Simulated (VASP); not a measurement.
Set up this calculation in VASP 6.6.1, as the native input.

* Task: single point
* Functional: PBE
* Potentials or basis: VASP PAW PBE potentials, release 64 (Ni)
* Cutoff: 520 eV
* k mesh: 20 × 20 × 20
* Occupations: gaussian, width 0.1 eV
* Spin: no spin polarisation
* Further INCAR settings: ALGO = Normal; EDIFF = 1e-07; NBANDS = 11

The structure of Ni lies in POSCAR:

```
Ni                                      
1.0
   -0.0000000000      1.7901460122      1.7901460122
    1.7901460122      0.0000000000      1.7901460122
    1.7901460122      1.7901460122      0.0000000000
  Ni            
     1
Direct
     0.0000000000000000    0.0000000000000000    0.0000000000000000
```

The cell isn't the ideal one: a relaxed cell with its volume scaled by 1.06.

These files were run (other wordings do the same):

INCAR

```
PREC = Accurate ; ENCUT = 520
EDIFF = 1E-7 ; ISMEAR = 0
SIGMA = 0.1 ; LREAL = F
LASPH = T ; NELM = 60
ALGO = Normal ; ISIF = 2
LWAVE = F ; LCHARG = F
GGA = PE ; NBANDS = 11
```

KPOINTS

```
Automatic mesh
0
Gamma
  20 20 20
```

Potentials or basis: VASP PAW PBE potentials, release 64 (Ni).

Command:

```console
$ cat potpaw_PBE.64/Ni/POTCAR > POTCAR
$ mpirun -np 1 vasp_std > vasp.out
```

It gave:

* Pressure: -10.1 GPa
* Band gap on the k mesh: none (metal or under the smearing width)

Caveat: the run has no spin polarisation, though such a crystal can be magnetic.

It took 32 s on 1 thread of Intel(R) Xeon(R) Platinum 8259CL CPU @ 2.50GHz (Skylake/Cascade Lake), on a shared host, peak memory 0.15 GiB.
